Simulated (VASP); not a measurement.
Set up this calculation in VASP 6.6.1, as the native input.

```
Task                   : band structure
Functional             : PBE
Potentials or basis    : VASP PAW PBE potentials, release 64 (Cu_pv, B)
Cutoff                 : 900 eV
k mesh                 : 5 × 5 × 5
Occupations            : fermi-dirac, width 0.05 eV
Spin                   : no spin polarisation
Further INCAR settings : ALGO = Fast; EDIFF = 1e-06; NBANDS = 46
```

Cu2B:

```
Cu B
1.0
     0.00000    3.28347    3.28347
     3.28347    0.00000    3.28347
     3.28347    3.28347    0.00000
Cu B
4 2
Direct
  0.12500 0.12500 0.12500
  0.62500 0.12500 0.12500
  0.12500 0.12500 0.62500
  0.12500 0.62500 0.12500
  0.50000 0.50000 0.50000
  0.75000 0.75000 0.75000
```

The cell was built by a generator and needn't be a form met in nature.

One way to write it, as run:

POSCAR

```
Cu2B
1.0
    0.0000000000      3.2834700000      3.2834700000
    3.2834700000      0.0000000000      3.2834700000
    3.2834700000      3.2834700000      0.0000000000
Cu B
4 2
Direct
    0.1250000000      0.1250000000      0.1250000000
    0.6250000000      0.1250000000      0.1250000000
    0.1250000000      0.1250000000      0.6250000000
    0.1250000000      0.6250000000      0.1250000000
    0.5000000000      0.5000000000      0.5000000000
    0.7500000000      0.7500000000      0.7500000000
```

INCAR.step1

```
PREC = Accurate
ENCUT = 900
EDIFF = 1E-6
ISMEAR = -1
SIGMA = 0.05
LREAL = False
LASPH = True
NELM = 100
ALGO = Fast
ISIF = 2
LWAVE = False
LCHARG = True
LMAXMIX = 4
GGA = PE
NBANDS = 46
```

KPOINTS.step1

```
regular mesh
0
Gamma
  5 5 5
```

INCAR.step2

```
PREC = Accurate
ENCUT = 900
EDIFF = 1E-6
ISMEAR = 0
SIGMA = 0.05
LREAL = False
LASPH = True
NELM = 100
ALGO = Fast
ISIF = 2
LWAVE = False
LCHARG = False
LMAXMIX = 4
GGA = PE
NBANDS = 46
ICHARG = 11
```

KPOINTS.step2

```
path GXWKGLUWLK,UX
15
line-mode
reciprocal
 0.0000000000  0.0000000000  0.0000000000  G
 0.5000000000  0.0000000000  0.5000000000  X

 0.5000000000  0.0000000000  0.5000000000  X
 0.5000000000  0.2500000000  0.7500000000  W

 0.5000000000  0.2500000000  0.7500000000  W
 0.3750000000  0.3750000000  0.7500000000  K

 0.3750000000  0.3750000000  0.7500000000  K
 0.0000000000  0.0000000000  0.0000000000  G

 0.0000000000  0.0000000000  0.0000000000  G
 0.5000000000  0.5000000000  0.5000000000  L

 0.5000000000  0.5000000000  0.5000000000  L
 0.6250000000  0.2500000000  0.6250000000  U

 0.6250000000  0.2500000000  0.6250000000  U
 0.5000000000  0.2500000000  0.7500000000  W

 0.5000000000  0.2500000000  0.7500000000  W
 0.5000000000  0.5000000000  0.5000000000  L

 0.5000000000  0.5000000000  0.5000000000  L
 0.3750000000  0.3750000000  0.7500000000  K

 0.6250000000  0.2500000000  0.6250000000  U
 0.5000000000  0.0000000000  0.5000000000  X
```

Potentials or basis: VASP PAW PBE potentials, release 64 (Cu_pv, B).

Launch:

```bash
$ cat potpaw_PBE.64/Cu_pv/POTCAR potpaw_PBE.64/B/POTCAR > POTCAR
$ cp INCAR.step1 INCAR
$ cp KPOINTS.step1 KPOINTS
$ mpirun -np 1 vasp_std > vasp.out
$ cp INCAR.step2 INCAR
$ cp KPOINTS.step2 KPOINTS
$ mpirun -np 1 vasp_std > vasp.out
```

Results of the run:

| Property | Result |
| --- | --- |
| Band gap along the path | none (metal or under the smearing width) |

Caveat: the log is that of the step along the path at fixed density, whose energy, stress, charges and moments have no meaning.

Wall time 16 min on 1 thread of AMD EPYC 7R13 Processor (Zen 3) (shared host), peak memory 0.84 GiB.
